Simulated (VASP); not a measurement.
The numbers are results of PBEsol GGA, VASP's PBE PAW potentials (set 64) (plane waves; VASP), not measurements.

A VASP calculation is set up with these files.

KPOINTS:
```
Automatic mesh
0
Gamma
5 7 1
0 0 0
```

**INCAR**
```
NELM = 100
ENCUT = 450
ALGO = Normal
LWAVE = .TRUE.
PREC = Normal
SYSTEM = SiC(110) slab
NSW = 50
LASPH = .TRUE.   ! aspherical one-centre terms
IBRION = 2
GGA = PS   ! PBEsol
ISIF = 2
NELMIN = 4
ISMEAR = 0   ! Gaussian
LCHARG = .FALSE.
EDIFFG = -0.03
EDIFF = 1E-5   ! SCF stop (eV)
IDIPOL = 3
LREAL = .FALSE.   ! projection in real space or not
DIPOL = 0.5 0.5 0.5
SIGMA = 0.05
LDIPOL = .TRUE.
```

### POSCAR
```
SiC(110) slab
1
    4.3600000000     0.0000000000     0.0000000000
    0.0000000000     3.0829860000    -0.0000000000
   -0.0000000000    -0.0000000000    24.2489570000
Si C
6 6
Direct
  0.0000000000   0.0000000000   0.6589240000
  0.5000000000   0.5000000000   0.5953540000
  0.0000000000   0.0000000000   0.5317850000
  0.5000000000   0.5000000000   0.4682150000
  0.0000000000   0.0000000000   0.4046460000
  0.5000000000   0.5000000000   0.3410760000
  0.2500000000   0.0000000000   0.5953540000
  0.7500000000   0.5000000000   0.6589240000
  0.2500000000   0.0000000000   0.4682150000
  0.7500000000   0.5000000000   0.5317850000
  0.2500000000   0.0000000000   0.3410760000
  0.7500000000   0.5000000000   0.4046460000
```

POTCAR, in this order: Si C (PBE.64 set). Program: vasp_std.

Output of the run:

OSZICAR:
```
...
DAV:   3    -0.901951952658E+02    0.28824E-06   -0.29511E-06   547   0.112E-02    0.338E-03
DAV:   4    -0.901951954257E+02   -0.15990E-06   -0.17024E-06   505   0.780E-03
   5 F= -.90195195E+02 E0= -.90195195E+02  d E =-.248657E+00
       N       E                     dE             d eps       ncg     rms          rms(c)
DAV:   1    -0.902317033956E+02   -0.36508E-01   -0.67770E+00   744   0.155E+01    0.753E-01
DAV:   2    -0.902314535754E+02    0.24982E-03   -0.12100E-01   923   0.199E+00    0.324E-01
DAV:   3    -0.902289465328E+02    0.25070E-02   -0.12419E-02   976   0.614E-01    0.173E-01
DAV:   4    -0.902286332395E+02    0.31329E-03   -0.32264E-03   953   0.288E-01    0.846E-02
DAV:   5    -0.902286323334E+02    0.90610E-06   -0.42565E-04  1088   0.111E-01    0.295E-02
DAV:   6    -0.902286336828E+02   -0.13494E-05   -0.57616E-05   945   0.383E-02
   6 F= -.90228634E+02 E0= -.90228634E+02  d E =-.334383E-01
       N       E                     dE             d eps       ncg     rms          rms(c)
DAV:   1    -0.902289902984E+02   -0.35796E-03   -0.55097E-02   772   0.140E+00    0.658E-02
DAV:   2    -0.902289790759E+02    0.11222E-04   -0.93514E-04   899   0.177E-01    0.297E-02
DAV:   3    -0.902289631660E+02    0.15910E-04   -0.10926E-04   949   0.575E-02    0.153E-02
DAV:   4    -0.902289648032E+02   -0.16372E-05   -0.24253E-05   692   0.263E-02
   7 F= -.90228965E+02 E0= -.90228965E+02  d E =-.337694E-01
       N       E                     dE             d eps       ncg     rms          rms(c)
DAV:   1    -0.902415947758E+02   -0.12632E-01   -0.13276E+00   744   0.691E+00    0.283E-01
DAV:   2    -0.902425929455E+02   -0.99817E-03   -0.24944E-02  1010   0.833E-01    0.152E-01
DAV:   3    -0.902421498388E+02    0.44311E-03   -0.12162E-03   974   0.203E-01    0.900E-02
DAV:   4    -0.902419972674E+02    0.15257E-03   -0.83918E-04   906   0.144E-01    0.297E-02
DAV:   5    -0.902419935454E+02    0.37219E-05   -0.99536E-05   962   0.570E-02
   8 F= -.90241994E+02 E0= -.90241994E+02  d E =-.130287E-01
       N       E                     dE             d eps       ncg     rms          rms(c)
DAV:   1    -0.902446041398E+02   -0.26069E-02   -0.73698E-01   744   0.515E+00    0.215E-01
DAV:   2    -0.902452022840E+02   -0.59814E-03   -0.13970E-02  1010   0.623E-01    0.114E-01
DAV:   3    -0.902449573666E+02    0.24492E-03   -0.67253E-04   987   0.152E-01    0.669E-02
DAV:   4    -0.902448740250E+02    0.83342E-04   -0.47496E-04   914   0.108E-01    0.226E-02
DAV:   5    -0.902448734544E+02    0.57061E-06   -0.52018E-05   832   0.426E-02
   9 F= -.90244873E+02 E0= -.90244873E+02  d E =-.159087E-01
       N       E                     dE             d eps       ncg     rms          rms(c)
DAV:   1    -0.902500913703E+02   -0.52173E-02   -0.20925E+00   744   0.851E+00    0.371E-01
DAV:   2    -0.902512645262E+02   -0.11732E-02   -0.40330E-02   930   0.112E+00    0.185E-01
DAV:   3    -0.902504415708E+02    0.82296E-03   -0.24747E-03   923   0.337E-01    0.104E-01
DAV:   4    -0.902503956991E+02    0.45872E-04   -0.16182E-03   908   0.209E-01    0.439E-02
DAV:   5    -0.902503993030E+02   -0.36039E-05   -0.18525E-04   932   0.825E-02    0.312E-02
DAV:   6    -0.902504106317E+02   -0.11329E-04   -0.68846E-05   908   0.401E-02    0.911E-03
DAV:   7    -0.902504088305E+02    0.18012E-05   -0.14553E-05   568   0.202E-02
  10 F= -.90250409E+02 E0= -.90250409E+02  d E =-.553538E-02
       N       E                     dE             d eps       ncg     rms          rms(c)
DAV:   1    -0.902505655466E+02   -0.15491E-03   -0.42567E-02   744   0.121E+00    0.521E-02
DAV:   2    -0.902505915497E+02   -0.26003E-04   -0.81803E-04   945   0.159E-01    0.269E-02
DAV:   3    -0.902505755982E+02    0.15951E-04   -0.51216E-05   939   0.484E-02    0.157E-02
DAV:   4    -0.902505742580E+02    0.13402E-05   -0.29356E-05   710   0.295E-02
  11 F= -.90250574E+02 E0= -.90250574E+02  d E =-.570080E-02
       N       E                     dE             d eps       ncg     rms          rms(c)
DAV:   1    -0.902525385827E+02   -0.19630E-02   -0.39280E-01   744   0.372E+00    0.154E-01
DAV:   2    -0.902529554675E+02   -0.41688E-03   -0.80202E-03  1058   0.453E-01    0.886E-02
DAV:   3    -0.902527968325E+02    0.15863E-03   -0.38211E-04  1010   0.116E-01    0.533E-02
DAV:   4    -0.902527646503E+02    0.32182E-04   -0.22802E-04   912   0.745E-02    0.208E-02
DAV:   5    -0.902527646418E+02    0.84892E-08   -0.23125E-05   713   0.285E-02
  12 F= -.90252765E+02 E0= -.90252765E+02  d E =-.219038E-02
       N       E                     dE             d eps       ncg     rms          rms(c)
DAV:   1    -0.902528283908E+02   -0.63740E-04   -0.20723E-02   744   0.856E-01    0.364E-02
DAV:   2    -0.902528551780E+02   -0.26787E-04   -0.43088E-04  1058   0.104E-01    0.204E-02
DAV:   3    -0.902528472722E+02    0.79058E-05   -0.17431E-05   690   0.267E-02    0.123E-02
DAV:   4    -0.902528461993E+02    0.10728E-05   -0.15611E-05   568   0.207E-02
  13 F= -.90252846E+02 E0= -.90252846E+02  d E =-.227194E-02
       N       E                     dE             d eps       ncg     rms          rms(c)
DAV:   1    -0.902540353645E+02   -0.11881E-02   -0.40343E-01   744   0.360E+00    0.159E-01
DAV:   2    -0.902543377473E+02   -0.30238E-03   -0.72879E-03  1000   0.437E-01    0.766E-02
DAV:   3    -0.902542165723E+02    0.12118E-03   -0.36777E-04   946   0.113E-01    0.550E-02
DAV:   4    -0.902541981325E+02    0.18440E-04   -0.15894E-04   978   0.611E-02    0.252E-02
DAV:   5    -0.902541979746E+02    0.15792E-06   -0.10681E-05   590   0.232E-02
  14 F= -.90254198E+02 E0= -.90254198E+02  d E =-.135178E-02
       N       E                     dE             d eps       ncg     rms          rms(c)
DAV:   1    -0.902542208879E+02   -0.22755E-04   -0.12985E-02   758   0.649E-01    0.297E-02
DAV:   2    -0.902542317647E+02   -0.10877E-04   -0.22634E-04  1024   0.767E-02    0.132E-02
DAV:   3    -0.902542280731E+02    0.36916E-05   -0.87430E-06   582   0.197E-02    0.833E-03
DAV:   4    -0.902542279083E+02    0.16480E-06   -0.82616E-06   512   0.155E-02
  15 F= -.90254228E+02 E0= -.90254228E+02  d E =-.138171E-02
       N       E                     dE             d eps       ncg     rms          rms(c)
DAV:   1    -0.902544047024E+02   -0.17663E-03   -0.74516E-02   744   0.158E+00    0.716E-02
DAV:   2    -0.902545265325E+02   -0.12183E-03   -0.18517E-03  1034   0.225E-01    0.426E-02
DAV:   3    -0.902544904651E+02    0.36067E-04   -0.10429E-04  1045   0.580E-02    0.256E-02
DAV:   4    -0.902544838416E+02    0.66236E-05   -0.32204E-05   747   0.314E-02
  16 F= -.90254484E+02 E0= -.90254484E+02  d E =-.255933E-03
       N       E                     dE             d eps       ncg     rms          rms(c)
DAV:   1    -0.902544891745E+02    0.12907E-05   -0.10318E-03   758   0.184E-01    0.808E-03
DAV:   2    -0.902544907886E+02   -0.16141E-05   -0.29287E-05   708   0.292E-02    0.475E-03
DAV:   3    -0.902544904036E+02    0.38495E-06   -0.25257E-06   470   0.956E-03    0.303E-03
DAV:   4    -0.902544902677E+02    0.13593E-06   -0.14099E-06   470   0.672E-03
  17 F= -.90254490E+02 E0= -.90254490E+02  d E =-.262359E-03
       N       E                     dE             d eps       ncg     rms          rms(c)
DAV:   1    -0.902546734525E+02   -0.18305E-03   -0.51852E-02   744   0.133E+00    0.472E-02
DAV:   2    -0.902546936674E+02   -0.20215E-04   -0.64688E-04   946   0.129E-01    0.242E-02
DAV:   3    -0.902546801345E+02    0.13533E-04   -0.31539E-05   770   0.363E-02    0.158E-02
DAV:   4    -0.902546778571E+02    0.22774E-05   -0.17028E-05   589   0.231E-02
  18 F= -.90254678E+02 E0= -.90254678E+02  d E =-.187589E-03
```

### OUTCAR
```
------------------------ aborting loop because EDIFF is reached ----------------------------------------
  FORCE on cell =-STRESS in cart. coord.  units (eV):
  Direction    XX          YY          ZZ          XY          YZ          ZX
  --------------------------------------------------------------------------------------
  Total        1.4910388      1.1862935     -0.1916091      0.0000000      0.0000000      0.0000000
  in kB        7.3290623      5.8311153     -0.9418368      0.0000000      0.0000000      0.0000000
  external PRESSURE =       4.0727803 kB  Pullay stress =       0.0000000 kB
  volume of cell :      325.95
      direct lattice vectors                 reciprocal lattice vectors
     4.360000000  0.000000000  0.000000000     0.229357798  0.000000000  0.000000000
     0.000000000  3.082986000  0.000000000     0.000000000  0.324360863  0.000000000
     0.000000000  0.000000000 24.248957000     0.000000000  0.000000000  0.041238887
 POSITION                                       TOTAL-FORCE (eV/Angst)
 -----------------------------------------------------------------------------------
      4.17502      0.00000     15.72468        -0.000167      0.000000     -0.005331
      2.21030      1.54149     14.48955         0.009427      0.000000      0.005541
      0.02316      0.00000     12.88020        -0.014348      0.000000     -0.011659
      2.20316      1.54149     11.36876        -0.014348      0.000000      0.011659
      0.03030      0.00000      9.75941         0.009427      0.000000     -0.005541
      1.99502      1.54149      8.52427        -0.000167      0.000000      0.005331
      1.14653      0.00000     14.44880        -0.001225      0.000000      0.000467
      3.32323      1.54149     15.97164         0.003601      0.000000      0.002367
      1.11177      0.00000     11.34854         0.002712      0.000000      0.002469
      3.29177      1.54149     12.90042         0.002712      0.000000     -0.002469
      1.14323      0.00000      8.27732         0.003601      0.000000     -0.002367
      3.32653      1.54149      9.80016        -0.001225      0.000000     -0.000467
 -----------------------------------------------------------------------------------
    total drift:                                0.000562      0.000000      0.000001
  FREE ENERGIE OF THE ION-ELECTRON SYSTEM (eV)
  ---------------------------------------------------
  free  energy   TOTEN  =       -90.2546778571 eV

  energy  without entropy=      -90.2546778571  energy(sigma->0) =      -90.25467786

 reached required accuracy - stopping structural energy minimisation
```
(Selected blocks of OUTCAR.)

CONTCAR:
```
SiC(110) slab
   1.00000000000000
     4.3600000000000003    0.0000000000000000    0.0000000000000000
     0.0000000000000000    3.0829860000000000    0.0000000000000000
     0.0000000000000000    0.0000000000000000   24.2489570000000008
  Si              C
     6     6
Direct
     0.9575743591367690    0.0000000000000000    0.6484684153301393
     0.5069485586155437    0.5000000000000000    0.5975329340208293
     0.0053120152426238    0.0000000000000000    0.5311649583026913
     0.5053120152426238    0.5000000000000000    0.4688350416973089
     0.0069485586155439    0.0000000000000000    0.4024670659791706
     0.4575743591367689    0.5000000000000000    0.3515315846698606
     0.2629649202459199    0.0000000000000000    0.5958523699346598
     0.7622081509915978    0.5000000000000000    0.6586524987546656
     0.2549919957675455    0.0000000000000000    0.4680011465644992
     0.7549919957675456    0.5000000000000000    0.5319988534355002
     0.2622081509915978    0.0000000000000000    0.3413475012453344
     0.7629649202459198    0.5000000000000000    0.4041476300653402
```

At this cut-off the stress carries a Pulay error, which pulls relaxed volumes low.

The cell is a thin slab with vacuum, built from SiC (zinc blende): (110) face.
